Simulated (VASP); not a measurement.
Wanted: the native input for a VASP 6.6.1 run.

```
Task                    : density of states
Functional              : PBE
Potentials or basis     : VASP PAW PBE potentials, release 64 (Rb_sv, Si, Cu, Se)
Cutoff                  : 520 eV
k mesh                  : 3 × 3 × 3
Occupations             : gaussian, width 0.01 eV
Spin                    : no spin polarisation
Dipole correction       : no
k mesh for the DOS      : 5 × 5 × 5
Occupations for the DOS : tetrahedron
Further INCAR settings  : ALGO = Fast; EDIFF = 1e-07
```

The system is RbCu3SiSe4.

```
CELL_PARAMETERS angstrom
6.22910 0.00000 0.00000
0.00000 6.22910 0.00000
0.00000 0.00000 6.22910
ATOMIC_POSITIONS crystal
Rb 0.50000 0.50000 0.50000
Si 0.00000 0.00000 0.00000
Cu 0.00000 0.50000 0.00000
Cu 0.00000 0.00000 0.50000
Cu 0.50000 0.00000 0.00000
Se 0.20975 0.20975 0.20975
Se 0.79025 0.79025 0.20975
Se 0.20975 0.79025 0.79025
Se 0.79025 0.20975 0.79025
```

The cell comes from a database or a generator and needn't be the stable form of this composition.

These files were run (other wordings do the same):

POSCAR

```
RbCu3SiSe4
1.0
    6.2291040000      0.0000000000      0.0000000000
    0.0000000000      6.2291040000      0.0000000000
    0.0000000000      0.0000000000      6.2291040000
Rb Si Cu Se
1 1 3 4
Direct
    0.5000000000      0.5000000000      0.5000000000
    0.0000000000      0.0000000000      0.0000000000
    0.0000000000      0.5000000000      0.0000000000
    0.0000000000      0.0000000000      0.5000000000
    0.5000000000      0.0000000000      0.0000000000
    0.2097539999      0.2097539999      0.2097539999
    0.7902460001      0.7902460001      0.2097539999
    0.2097539999      0.7902460001      0.7902460001
    0.7902460001      0.2097539999      0.7902460001
```

INCAR.step1

```
SYSTEM = RbCu3SiSe4
  PREC = Accurate
  ENCUT = 520
  EDIFF = 1E-7
  ISMEAR = 0
  SIGMA = 0.01
  LREAL = .False.
  LASPH = .True.
  NELM = 100
  ALGO = Fast
  ISIF = 2
  LWAVE = .False.
  LCHARG = .True.
  LMAXMIX = 4
  GGA = PE
  NBANDS = 45
```

KPOINTS.step1

```
Automatic mesh
0
Gamma
  3 3 3
  0 0 0
```

INCAR.step2

```
SYSTEM = RbCu3SiSe4
  PREC = Accurate
  ENCUT = 520
  EDIFF = 1E-7
  ISMEAR = -5
  SIGMA = 0.01
  LREAL = .False.
  LASPH = .True.
  NELM = 100
  ALGO = Fast
  ISIF = 2
  LWAVE = .False.
  LCHARG = .False.
  LMAXMIX = 4
  GGA = PE
  LORBIT = 11
  NEDOS = 2001
  ICHARG = 11
```

KPOINTS.step2

```
Automatic mesh
0
Gamma
  5 5 5
  0 0 0
```

Potentials or basis: VASP PAW PBE potentials, release 64 (Rb_sv, Si, Cu, Se).

Run with:

```console
$ cat potpaw_PBE.64/Rb_sv/POTCAR potpaw_PBE.64/Si/POTCAR potpaw_PBE.64/Cu/POTCAR potpaw_PBE.64/Se/POTCAR > POTCAR
$ cp INCAR.step1 INCAR
$ cp KPOINTS.step1 KPOINTS
$ mpirun -np 1 vasp_std > vasp.out
$ cp INCAR.step2 INCAR
$ cp KPOINTS.step2 KPOINTS
$ mpirun -np 1 vasp_std > vasp.out
```

It gave:

| Quantity | Value |
| --- | --- |
| Valence electrons inside the program's atomic spheres | Rb 7.33; Si 1.54; Cu 9.85; Se 3.89 |

Run time: 11 min on 1 thread of Intel(R) Xeon(R) Platinum 8259CL CPU @ 2.50GHz (Skylake/Cascade Lake) (shared host), peak memory 0.36 GiB.
